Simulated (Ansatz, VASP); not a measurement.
**KPt: VASP beside Ansatz**

The input INCAR:

```
SYSTEM = KPt
PREC     = Accurate       ! precision mode
ENCUT    = 520            ! plane-wave cutoff, eV
EDIFF    = 1E-7           ! SCF threshold, eV
ISMEAR   = 0              ! smearing method
SIGMA    = 0.15           ! smearing width, eV
LREAL    = .FALSE.        ! projectors in reciprocal space
LASPH    = .TRUE.         ! aspherical terms in the spheres
NELM     = 100            ! most SCF steps
ALGO     = Fast           ! electronic algorithm
ISIF     = 2              ! what is computed and relaxed
LWAVE    = .FALSE.        ! write WAVECAR
LCHARG   = .TRUE.         ! write CHGCAR
GGA      = PE             ! functional
LELF     = .TRUE.         ! ELF
LVHAR    = .TRUE.       
NBANDS   = 16             ! bands
```

The input KPOINTS:

```
regular mesh
0
G
  21 21 10
  0 0 0
```

The input POSCAR:

```
KPt
1.0
    3.0008472788      0.0000000000      0.0000000000
   -1.5004236394      2.5988099763      0.0000000000
    0.0000000000      0.0000000000      5.3455780000
K Pt
1 1
Direct
    0.3333333333      0.6666666667      0.5000000000
    0.0000000000      0.0000000000      0.0000000000
```

Input for Ansatz:

```yaml
crystal:
  lattice:
    - [3.0008472788, 0.0, 0.0]
    - [-1.5004236394, 2.5988099763, 0.0]
    - [0.0, 0.0, 5.345578]
  atoms:
    - { symbol: K, position: [0.3333333333, 0.6666666667, 0.5] }
    - { symbol: Pt, position: [0.0, 0.0, 0.0] }
basis:
  ecutwfc: 420
kpoints:
  mp_grid: { grid: [21, 21, 10] }
hamiltonian:
  xc: pbe
scf:
  occupations: { method: gaussian, width: 0.15 }
output:
  forces: true
  stress: true
  eigenvalues: true
```

The cell comes from a database or a generator and needn't be the stable form of this composition.

Alike in both runs: task single point; functional PBE; k mesh 21 × 21 × 10; occupations gaussian, width 0.15 eV; no spin polarisation.

|  | VASP | Ansatz |
| --- | --- | --- |
| version | VASP 6.6.1 | Ansatz 0.2.0 |
| potentials or method | VASP PAW PBE potentials, release 64 (K_sv, Pt) | scalar-relativistic, plane waves, PAW |
| plane-wave cutoff (eV) | 520 | 420 |
| valence electrons in the cell | 19 | 27 |

|  | VASP | Ansatz | Ansatz less VASP |
| --- | --- | --- | --- |
| gap on the k mesh at the Fermi level (eV) | none | none | - |
| pressure (GPa) | 0.4 | 0.2 | -0.17 |
| largest component of the traceless stress (GPa) | 0.38 | 0.36 | -0.017 |

A gap of «none» marks a metal or a gap that the smearing closes. The two sets of potentials don't hold the same shells in valence.

Spin-orbit coupling is left out, which matters for the levels of Pt.
